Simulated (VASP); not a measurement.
# A VASP study of C (Diamond) (r2SCAN): structure first, properties next, part 2 of 6

Aim: relax C (Diamond) with r2SCAN, compute its properties on that cell and hold them against experiment. The start is a cell from a database of measured crystal structures.

VASP 6.6.1, plane waves and PAW; the level of theory is named at each step.

So far, gap on the k-mesh (eV): step 2 (relaxing cell and atoms (r2SCAN)) 4.35. The relaxed cell has a = 3.563 Å (conventional setting).

### Step 3. Single point with fields (r2SCAN)

Level of this step: r2SCAN; plane waves and PAW (C) (VASP).

A single point on the relaxed cell gives a clean self-consistent state, with density, ELF and potential written out.

Contents of INCAR:

```
SYSTEM = C
PREC = Accurate
ENCUT = 520
EDIFF = 1E-06
NELM = 100
ISMEAR = 0
SIGMA = 0.05
LREAL = .FALSE.
ALGO = Normal
METAGGA = R2SCAN
LASPH = .TRUE.
NBANDS = 10
LORBIT = 11
LWAVE = .FALSE.
LCHARG = .TRUE.
ISIF = 2
LELF = .TRUE.
LVHAR = .TRUE.
```

Contents of POSCAR:

```
C
1.0
    0.0000000000      1.7815621285      1.7815621285
    1.7815621285      0.0000000000      1.7815621285
    1.7815621285      1.7815621285      0.0000000000
C
2
Direct
    0.0000000000      0.0000000000      0.0000000000
    0.2500000000      0.2500000000      0.2500000000
```

Contents of KPOINTS:

```
Automatic mesh
0
Gamma
9 9 9
0 0 0
```

Potentials, in the order of the species: C (PBE family, release 64).

The run is started by

```sh
> mpirun -np 2 vasp_std
```

Log:

```text
[banner, memory and clock lines left out]
running    2 mpi-ranks, on    1 nodes
 distrk:  each k-point on    2 cores,    1 groups
 distr:  one band on    1 cores,    2 groups

 POSCAR found type information on POSCAR C
 POSCAR found :  1 types and       2 ions
 [... a notice as in an earlier step ...]

 LDA part: xc-table for (None), standard interpolation
 POSCAR, INCAR and KPOINTS ok, starting setup
 FFT: planning ... GRIDC
 FFT: planning ... GRID_SOFT
 FFT: planning ... GRID
 WAVECAR not read
 entering main loop
       N       E                     dE             d eps       ncg     rms          rms(c)
DAV:   1    -0.323780186337E+01   -0.32378E+01   -0.50002E+03   732   0.818E+02
DAV:   2    -0.216026316272E+02   -0.18365E+02   -0.17879E+02   974   0.126E+02
DAV:   3    -0.219482759577E+02   -0.34564E+00   -0.34487E+00   804   0.134E+01
DAV:   4    -0.219489471092E+02   -0.67115E-03   -0.67113E-03   784   0.719E-01
DAV:   5    -0.219489479543E+02   -0.84508E-06   -0.84506E-06   786   0.238E-02    0.515E+00
DAV:   6    -0.197536477474E+02    0.21953E+01   -0.26567E-01   776   0.405E+00    0.386E+00
DAV:   7    -0.196558343126E+02    0.97813E-01   -0.26002E-01   742   0.393E+00    0.766E-01
DAV:   8    -0.196567398389E+02   -0.90553E-03   -0.36640E-03   784   0.569E-01    0.401E-01
DAV:   9    -0.196570974964E+02   -0.35766E-03   -0.15448E-04   756   0.155E-01    0.125E-02
DAV:  10    -0.196570977936E+02   -0.29718E-06   -0.28565E-06   826   0.148E-02
   1 F= -.19657098E+02 E0= -.19657098E+02  d E =-.102238E-21
```

Run time: 9.4 s. Hardware: 2 MPI ranks of Intel Xeon Platinum 8259CL at 2.50GHz (Skylake/Cascade Lake), shared host; peak memory 0.21 GiB.

OUTCAR, selected parts (step 3):

```text
  LATTYP: Found a face centered cubic cell.
 ALAT       =     3.5631242570

 Found     35 irreducible k-points:

   ENCUT  =  520.0 eV  38.22 Ry    6.18 a.u.   4.68  4.68  4.68*2*pi/ulx,y,z

   NELECT =       8.0000    total number of electrons

 E-fermi :  10.0789

 k-point     1 :       0.0000    0.0000    0.0000
  band No.  band energies     occupation
      1     -12.9808      2.00000
      2       9.7565      2.00000
      3       9.7565      2.00000
      4       9.7565      2.00000
      5      15.6006      0.00000
      6      15.6007      0.00000
      7      15.6007      0.00000
      8      23.6474      0.00000
      9      30.1917      0.00000
    ...

 k-point     2 :       0.1111    0.0000    0.0000
  band No.  band energies     occupation
      1     -12.6231      2.00000
      2       7.6134      2.00000
      3       9.1825      2.00000
      4       9.1825      2.00000
      5      16.3561      0.00000
      6      16.3561      0.00000
      7      16.7785      0.00000
      8      24.0047      0.00000
      9      30.7675      0.00000
    ...

  Total        0.0056967      0.0056967      0.0056967      0.0000000     -0.0000000      0.0000000
  in kB        0.8070539      0.8070539      0.8070539      0.0000000     -0.0000000      0.0000000
  external PRESSURE =       0.8070539 kB  Pullay stress =       0.0000000 kB

  energy-cutoff  :      520.00
  volume of cell :       11.31
      direct lattice vectors                 reciprocal lattice vectors
     0.000000000  1.781562129  1.781562129    -0.280652576  0.280652576  0.280652576
     1.781562129  0.000000000  1.781562129     0.280652576 -0.280652576  0.280652576
     1.781562129  1.781562129  0.000000000     0.280652576  0.280652576 -0.280652576

 POSITION                                       TOTAL-FORCE (eV/Angst)
 -----------------------------------------------------------------------------------
      0.00000      0.00000      0.00000         0.000000     -0.000000      0.000000
      0.89078      0.89078      0.89078        -0.000000      0.000000     -0.000000
 -----------------------------------------------------------------------------------
    total drift:                                0.000000      0.000000      0.000000

  FREE ENERGIE OF THE ION-ELECTRON SYSTEM (eV)
  ---------------------------------------------------
  free  energy   TOTEN  =       -19.6570977936 eV

  energy  without entropy=      -19.6570977936  energy(sigma->0) =      -19.65709779

 total charge
# of ion       s       p       d       tot
------------------------------------------
    1        0.846   1.741   0.000   2.587
    2        0.846   1.741   0.000   2.587
--------------------------------------------------
tot          1.692   3.483   0.000   5.174

[... 6 parts as in an earlier step ...]

[... 5 further parts left out ...]
```

This step gave:

| Item | Value |
| --- | --- |
| SCF cycles | 10 |
| pressure | 0.08071 GPa |
| gap on the k-mesh | 4.350 eV |

Valence electrons inside each PAW sphere by angular momentum. Sphere charges, by row:

```
atom  s (e)  p (e)  d (e)  tot (e)
  C1  0.846  1.741      0    2.587
  C2  0.846  1.741      0    2.587
```

Valence density in the ac plane of a cell with a along [110], b along [-110] and c along [001] of the cube at fractional y = 0.000, with atoms of C within 0.2 Å of it. It is the smooth field of the valence electrons, not physical close to the nuclei.

Ten even steps from '_' (0.1 e/Å³) to '@' (1.7 e/Å³), each cell a mean:
```
__..--**++::____..--**++::__
..--##%%%%==....--##%%%%==..
++**@@@@@@%%++++**@@@@@@%%++
@@@@%%####@@@@@@@@%%####@@@@
%%%%==::--**@@%%%%==::--**@@
##==..____::**##==..____::**
::..______..::::..______..::
____________________________
____......________......____
```
Columns run along a (5.0 Å), rows up along c (3.6 Å), edges of the conventional cell, whose origin can differ from the input's. Atoms in or near the plane, at fractional coordinates: C at (0.00, 0.50), C at (0.50, 0.50), C at (0.25, 0.75), C at (0.75, 0.75).

Electrostatic potential energy in the ac plane of a cell with a along [110], b along [-110] and c along [001] of the cube at fractional y = 0.000, with atoms of C within 0.2 Å of it. With pseudopotentials it is smooth inside the atoms' cores, unlike the true potential.

Values in eV, 9 rows by 14 columns, each cell a mean:
```
  0  -2 -11 -23 -18  -5   0   0  -2 -11 -23 -18  -5   0
 -1  -7 -35 -32 -39 -17  -2  -1  -7 -35 -32 -39 -17  -2
-14 -11 -36 -29 -39 -20 -12 -14 -11 -36 -29 -39 -20 -12
-38 -30 -16 -26 -21 -18 -40 -38 -30 -16 -26 -21 -18 -40
-21 -38  -8  -3  -4 -22 -37 -21 -38  -8  -3  -4 -22 -37
-35 -18  -3   0  -1  -9 -30 -35 -18  -3   0  -1  -9 -30
 -5  -2   0   1   0  -1  -4  -5  -2   0   1   0  -1  -4
  0   0   0   0   0   0   0   0   0   0   0   0   0   0
  1   0  -1  -2  -1   0   1   1   0  -1  -2  -1   0   1
```
Columns run along a (5.0 Å; values clipped at the 3rd and 97th percentile), rows up along c (3.6 Å), edges of the conventional cell, whose origin can differ from the input's. Atoms in or near the plane, at fractional coordinates: C at (0.00, 0.50), C at (0.50, 0.50), C at (0.25, 0.75), C at (0.75, 0.75).

ELF in the ac plane of a cell with a along [110], b along [-110] and c along [001] of the cube at fractional y = 0.000, with atoms of C within 0.2 Å of it. It is the smooth field of the valence electrons, not physical close to the nuclei.

Values, 9 rows by 14 columns, each cell a mean:
```
0.06 0.22 0.48 0.59 0.54 0.34 0.12 0.06 0.22 0.48 0.59 0.54 0.34 0.12
0.30 0.50 0.49 0.24 0.33 0.53 0.38 0.30 0.50 0.49 0.24 0.33 0.53 0.38
0.65 0.82 0.68 0.26 0.47 0.83 0.74 0.65 0.82 0.68 0.26 0.47 0.83 0.74
0.42 0.79 0.85 0.65 0.77 0.89 0.61 0.42 0.79 0.85 0.65 0.77 0.89 0.61
0.14 0.53 0.63 0.45 0.54 0.63 0.28 0.14 0.53 0.63 0.45 0.54 0.63 0.28
0.51 0.50 0.29 0.11 0.18 0.40 0.50 0.51 0.50 0.29 0.11 0.18 0.40 0.50
0.47 0.30 0.09 0.03 0.05 0.20 0.41 0.47 0.30 0.09 0.03 0.05 0.20 0.41
0.11 0.07 0.05 0.06 0.06 0.06 0.10 0.11 0.07 0.05 0.06 0.06 0.06 0.10
0.03 0.06 0.19 0.32 0.27 0.12 0.04 0.03 0.06 0.19 0.32 0.27 0.12 0.04
```
Columns run along a (5.0 Å), rows up along c (3.6 Å), edges of the conventional cell, whose origin can differ from the input's. Atoms in or near the plane, at fractional coordinates: C at (0.00, 0.50), C at (0.50, 0.50), C at (0.25, 0.75), C at (0.75, 0.75).

In this run the pressure is 0.08 GPa, small enough to go on.

### Step 4. Bands along the symmetry lines (r2SCAN)

The mesh alone shows little of the dispersion and can miss band extrema, so KPOINTS_OPT adds a path through the symmetry points after the self-consistent cycle.

Contents of INCAR:

```
SYSTEM = C
PREC = Accurate
ENCUT = 520
EDIFF = 1E-06
NELM = 100
ISMEAR = 0
SIGMA = 0.05
LREAL = .FALSE.
ALGO = Normal
METAGGA = R2SCAN
LASPH = .TRUE.
NBANDS = 16
LORBIT = 11
LWAVE = .FALSE.
LCHARG = .FALSE.
KPAR = 2
```

POSCAR is that of step 3.

KPOINTS is that of step 3.

Contents of KPOINTS_OPT:

```
Line mode
16
Line-mode
Reciprocal
  0.00000000   0.00000000   0.00000000 GAMMA
  0.50000000   0.00000000   0.50000000 X

  0.50000000   0.00000000   0.50000000 X
  0.50000000   0.25000000   0.75000000 W

  0.50000000   0.25000000   0.75000000 W
  0.37500000   0.37500000   0.75000000 K

  0.37500000   0.37500000   0.75000000 K
  0.00000000   0.00000000   0.00000000 GAMMA

  0.00000000   0.00000000   0.00000000 GAMMA
  0.50000000   0.50000000   0.50000000 L

  0.50000000   0.50000000   0.50000000 L
  0.62500000   0.25000000   0.62500000 U

  0.62500000   0.25000000   0.62500000 U
  0.50000000   0.25000000   0.75000000 W

  0.50000000   0.25000000   0.75000000 W
  0.50000000   0.50000000   0.50000000 L

  0.50000000   0.50000000   0.50000000 L
  0.37500000   0.37500000   0.75000000 K

  0.62500000   0.25000000   0.62500000 U
  0.50000000   0.00000000   0.50000000 X
```

The run is started by

```sh
> mpirun -np 2 vasp_std
```

Log:

```text
[banner, memory and clock lines left out]
running    2 mpi-ranks, on    1 nodes
 distrk:  each k-point on    1 cores,    2 groups
 distr:  one band on    1 cores,    1 groups

 POSCAR found type information on POSCAR C
 POSCAR found :  1 types and       2 ions
 [... a notice as in an earlier step ...]

 LDA part: xc-table for (None), standard interpolation
 POSCAR, INCAR and KPOINTS ok, starting setup
 FFT: planning ... GRIDC
 FFT: planning ... GRID_SOFT
 FFT: planning ... GRID
 WAVECAR not read
 entering main loop
       N       E                     dE             d eps       ncg     rms          rms(c)
DAV:   1    -0.303856033392E+00   -0.30386E+00   -0.46603E+03  1136   0.512E+02
DAV:   2    -0.216383416947E+02   -0.21334E+02   -0.20598E+02  1544   0.110E+02
DAV:   3    -0.219487260020E+02   -0.31038E+00   -0.31028E+00  1208   0.994E+00
DAV:   4    -0.219489477701E+02   -0.22177E-03   -0.22177E-03  1560   0.335E-01
DAV:   5    -0.219489479557E+02   -0.18559E-06   -0.18560E-06  1208   0.821E-03    0.515E+00
DAV:   6    -0.197535062190E+02    0.21954E+01   -0.19905E-01  1152   0.253E+00    0.387E+00
DAV:   7    -0.196555067119E+02    0.98000E-01   -0.17793E-01  1312   0.254E+00    0.743E-01
DAV:   8    -0.196567090327E+02   -0.12023E-02   -0.71363E-03  1360   0.519E-01    0.407E-01
DAV:   9    -0.196570967920E+02   -0.38776E-03   -0.16914E-04  1272   0.103E-01    0.200E-02
DAV:  10    -0.196570972504E+02   -0.45843E-06   -0.16044E-06  1424   0.880E-03
   1 F= -.19657097E+02 E0= -.19657097E+02  d E =-.373137E-18
 Start KPOINTS_OPT (optional k-point list driver)
k-point batch [1-35\160]
       N       E                     dE             ncg
DAV:   1     0.873914077034E+03   -0.12170E+05     1144
DAV:   2     0.923744120135E+02   -0.78154E+03     1472
DAV:   3     0.806196473853E+02   -0.11755E+02     1304
DAV:   4     0.806121954763E+02   -0.74519E-02     1472
DAV:   5     0.806121902213E+02   -0.52550E-05     1304
DAV:   6     0.806121902166E+02   -0.47136E-08     1144
[...]
k-point batch [141-160\160]
       N       E                     dE             ncg
DAV:   1     0.613971359738E+04   -0.92308E+04      640
DAV:   2     0.569306742757E+04   -0.44665E+03      880
DAV:   3     0.568670197670E+04   -0.63655E+01      736
DAV:   4     0.568669792228E+04   -0.40544E-02      888
DAV:   5     0.568669791934E+04   -0.29380E-05      736
DAV:   6     0.568669791934E+04   -0.23365E-08      704
```

Elapsed: 37 s, on 2 MPI ranks; peak memory 0.25 GiB; 64 s of CPU time.

Parts of OUTCAR (step 4):

```text
 Found     35 irreducible k-points:

   k-points           NKPTS =     35   k-points in BZ     NKDIM =     35   number of bands    NBANDS=     16

   NELECT =       8.0000    total number of electrons

 E-fermi :  10.0456

 k-point     1 :       0.0000    0.0000    0.0000
  band No.  band energies     occupation
      1     -12.9806      2.00000
      2       9.7568      2.00000
      3       9.7568      2.00000
      4       9.7568      2.00000
      5      15.6010      0.00000
      6      15.6010      0.00000
      7      15.6010      0.00000
      8      23.6477      0.00000
      9      30.1913      0.00000
    ...

 k-point     2 :       0.1111    0.0000    0.0000
  band No.  band energies     occupation
      1     -12.6229      2.00000
      2       7.6137      2.00000
      3       9.1827      2.00000
      4       9.1827      2.00000
      5      16.3564      0.00000
      6      16.3564      0.00000
      7      16.7788      0.00000
      8      24.0049      0.00000
      9      30.7672      0.00000
    ...

  Total        0.0043884      0.0043884      0.0043884      0.0000000      0.0000000      0.0000000
  in kB        0.6217052      0.6217052      0.6217052      0.0000000      0.0000000      0.0000000
  external PRESSURE =       0.6217052 kB  Pullay stress =       0.0000000 kB

 POSITION                                       TOTAL-FORCE (eV/Angst)
 -----------------------------------------------------------------------------------
      0.00000      0.00000      0.00000         0.000000      0.000000      0.000000
      0.89078      0.89078      0.89078        -0.000000     -0.000000     -0.000000
 -----------------------------------------------------------------------------------
    total drift:                                0.000000      0.000000      0.000000

  FREE ENERGIE OF THE ION-ELECTRON SYSTEM (eV)
  ---------------------------------------------------
  free  energy   TOTEN  =       -19.6570972504 eV

  energy  without entropy=      -19.6570972504  energy(sigma->0) =      -19.65709725

[... 9 parts as in an earlier step ...]

[... 5 further parts left out ...]
```

Numbers from this step:

```yaml
bands: 16
fermi_energy: 10.05 eV
pressure: 0.06217 GPa
least_gap_on_mesh_and_path: 4.327 eV
least_direct_gap_on_mesh_and_path: 5.844 eV
conduction_bottom_at_k: 0.3667, 0, 0.3667
```

The electronic bands at the labelled points (eV, zero at the valence-band top; v1 is the highest filled band, c1 the lowest empty one):

```
          point      v3     v2     v1     c1     c2     c3
              Γ    0.00   0.00   0.00   5.84   5.84   5.84
0.47 of the way   -4.35  -4.08  -4.08   4.74  11.32  11.73
              X  -13.61  -6.68  -6.68   5.00   5.00  17.92
0.47 of the way  -13.31  -7.61  -7.61   6.98   6.98  16.73
              W  -12.83  -8.74  -8.74  11.27  11.27  12.95
0.47 of the way  -12.46  -9.47  -7.10   8.10  11.45  14.11
              K  -12.51  -9.77  -5.69   5.97  11.34  15.25
0.47 of the way   -7.46  -6.36  -2.12   8.93   9.00  11.10
              Γ    0.00   0.00   0.00   5.84   5.84   5.84
0.47 of the way   -6.42  -1.72  -1.72   8.04   8.04   8.39
              L  -14.08  -2.99  -2.99   8.89   8.89   9.17
0.47 of the way  -13.39  -5.91  -4.06   7.66  11.16  11.99
              U  -12.51  -9.77  -5.69   5.97  11.34  15.25
0.53 of the way  -12.46  -9.47  -7.10   8.10  11.45  14.11
              W  -12.83  -8.74  -8.74  11.27  11.27  12.95
0.53 of the way  -13.17  -6.38  -4.73   8.72   9.79  13.39
              L  -14.08  -2.99  -2.99   8.89   8.89   9.17
0.47 of the way  -13.39  -5.91  -4.06   7.66  11.16  11.99
              K  -12.51  -9.77  -5.69   5.97  11.34  15.25
      jump to U  -12.51  -9.77  -5.69   5.97  11.34  15.25
0.47 of the way  -13.30  -8.13  -6.39   5.29   7.26  17.06
              X  -13.61  -6.68  -6.68   5.00   5.00  17.92
```

The electronic bands as a text plot (rows in eV, shown from -8.0 to 5.8 only):

```
    5.6 |+++      +               +                           +
    5.0 |   +    +                                             ++
    4.4 |    ++++
    3.8 |
    3.2 |
    2.7 |
    2.1 |
    1.5 |
    0.9 |
    0.4 |
   -0.2 |*                      ****
   -0.8 | *                    *   **
   -1.4 | **                  * *    *
   -1.9 |  *                 *  *     *
   -2.5 |                              **
   -3.1 |   *               *       *    **            ***
   -3.7 |   *              *   *           *          ** **
   -4.3 |                     **           **              *
   -4.8 |    *            *                  *       **   * *
   -5.4 |    **          *    *      *        *              *
   -6.0 |      *        *                   *  *    *         *
   -6.6 |     * **           *                  *    *     *   **
   -7.1 |         **   *                           *
   -7.7 |                    *        *      *   *             *
         Γ       X    W  K        Γ      L     U  W     L   K|U X
```

The path lowers the gap by 0.02 eV against the mesh alone, so a band edge lies off the mesh.

The path shows an indirect gap of 4.33 eV (valence top at Γ, conduction bottom between Γ and X). The least direct gap is 5.84 eV.

(Continued in part 3 of 6.)

[Lines on the potential files, build, host, timing and source positions are cut from VASP's logs without a mark.]

[Logs are printed without paths, hosts, clocks, repeated set-up lines and the standing remarks that a program may print on its own settings, such as how far it seeks lower states.]

[Hosts, paths, dates, database ids (printed as entryN), source tags and the programs' standing remarks are cut or masked in the printed files.]

[Measured values are set beside computed ones only where the two were judged alike; some that the calculation misses by far are left out.]

[In band tables of VASP the shares of atoms and orbitals are scaled to a sum of 1 inside the atoms' spheres.]
